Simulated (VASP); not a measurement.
An input for Quantum ESPRESSO's pw.x (written as the equivalent of a VASP run, and not itself run):

```
&CONTROL
  calculation = 'vc-relax'
  pseudo_dir = './pseudo'
  outdir = './out'
  tprnfor = .true.
  tstress = .true.
  nstep = 40
  forc_conv_thr = 0.00078
/
&SYSTEM
  ibrav = 0
  nat = 4
  ntyp = 2
  ecutwfc = 84
  occupations = 'smearing'
  smearing = 'gaussian'
  degauss = 0.003675
  input_dft = 'pbesol'
/
&ELECTRONS
  conv_thr = 7.3e-08
  electron_maxstep = 100
/
&IONS
/
&CELL
  press = 50
/
ATOMIC_SPECIES
  B 10.810 B.upf
  As 74.922 As.upf
CELL_PARAMETERS angstrom
     3.3249304    0.0000000    0.0000000
    -1.6624652    2.8794747    0.0000000
    -0.0000000   -0.0000000    5.5045810
ATOMIC_POSITIONS crystal
  B    0.3333330  0.6666670  0.0005560
  B    0.6666670  0.3333330  0.5005560
  As   0.3333330  0.6666670  0.3744440
  As   0.6666670  0.3333330  0.8744440
K_POINTS automatic
  8 8 4 0 0 0
```

### Question
Write the VASP files for the same calculation (PBEsol).

### Answer
One answer among several that fit: 
### POSCAR
```
BAs
1.0
  3.3249303876   0.0000000000   0.0000000000
 -1.6624651937   2.8794746586   0.0000000000
  0.0000000000   0.0000000000   5.5045810082
B As
2 2
Direct
  0.3333330000   0.6666670000   0.0005559798
  0.6666670000   0.3333330000   0.5005559798
  0.3333330000   0.6666670000   0.3744440202
  0.6666670000   0.3333330000   0.8744440202
```

KPOINTS:
```
K-points
0
Gamma
  8 8 4
0 0 0
```

### INCAR
```
SYSTEM = BAs
PREC = Accurate
ENCUT = 620
EDIFF = 1E-6
NELM = 100
ALGO = Normal
LREAL = .FALSE.
LASPH = .TRUE.
ISMEAR = 0
SIGMA = 0.05
GGA = PS
LMAXMIX = 4
LWAVE = .FALSE.
LCHARG = .FALSE.
IBRION = 2
ISIF = 3
NSW = 40
EDIFFG = -0.02
PSTRESS = 50
```

POTCAR, in this order: B As (PBE.64 set). Program: vasp_std.

Limits of the translation: the potentials are each code's own (VASP's PAW set, PseudoDojo norm-conserving files in pw.x), so ENCUT and ecutwfc are chosen apart and not converted; conv_thr bounds pw.x's estimated SCF error, while EDIFF bounds the energy change between steps; forc_conv_thr acts on force components and is met together with etot_conv_thr.

The structure was generated: BAs was put into the wurtzite type (P6_3mc), which need not be its known phase. It was relaxed first under an external pressure of 5 GPa.
